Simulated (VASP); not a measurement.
VASP input:

### KPOINTS
```
Automatic mesh
0
Gamma
14 14 14
0 0 0
```

### POSCAR
```
TiC
1.0
  0.0000000000   2.1367937079   2.1475313647
  2.1367937079   0.0000000000   2.1475313647
  2.1367937079   2.1367937079   0.0000000000
Ti C
1 1
direct
  0.0000000000   0.0000000000   0.0000000000
  0.5000000000   0.5000000000   0.5000000000
```

**INCAR**
```
! general
SYSTEM  = TiC
PREC    = Accurate
ENCUT   = 600   ! plane-wave cut-off (eV)
LREAL   = .FALSE.   ! projection in real space or not
LASPH   = .TRUE.

! electronic loop
EDIFF   = 1E-7
NELM    = 100
ALGO    = Normal   ! blocked Davidson
LMAXMIX = 4   ! l cut-off of mixed one-centre charges

! smearing
ISMEAR  = 1   ! Methfessel-Paxton
SIGMA   = 0.1   ! width (eV)

! functional
GGA     = PS

! ions
ISIF    = 2

! output
LWAVE   = .FALSE.
LCHARG  = .FALSE.
```

POTCAR, in this order: Ti_sv C (PBE.64 set). Program: vasp_std.

Translate this PBEsol calculation to Quantum ESPRESSO's pw.x.

One equivalent input (not run):
```
&CONTROL
  calculation = 'scf'
  pseudo_dir = './pseudo'
  outdir = './out'
  tprnfor = .true.
  tstress = .true.
/
&SYSTEM
  ibrav = 0
  nat = 2
  ntyp = 2
  ecutwfc = 84
  occupations = 'smearing'
  smearing = 'methfessel-paxton'
  degauss = 0.00735
  input_dft = 'pbesol'
/
&ELECTRONS
  conv_thr = 7.3e-09
  electron_maxstep = 100
/
ATOMIC_SPECIES
  Ti 47.867 Ti.upf
  C 12.011 C.upf
CELL_PARAMETERS angstrom
     0.0000000    2.1367937    2.1475314
     2.1367937    0.0000000    2.1475314
     2.1367937    2.1367937    0.0000000
ATOMIC_POSITIONS crystal
  Ti   0.0000000  0.0000000  0.0000000
  C    0.5000000  0.5000000  0.5000000
K_POINTS automatic
  14 14 14 0 0 0
```
The two are equivalent in intent, not identical: the potentials are each code's own (VASP's PAW set, PseudoDojo norm-conserving files in pw.x), so ENCUT and ecutwfc are chosen apart and not converted; conv_thr bounds pw.x's estimated SCF error, while EDIFF bounds the energy change between steps.

The compound is TiC in the rock salt structure. This cell was strained or had an atom moved on purpose.
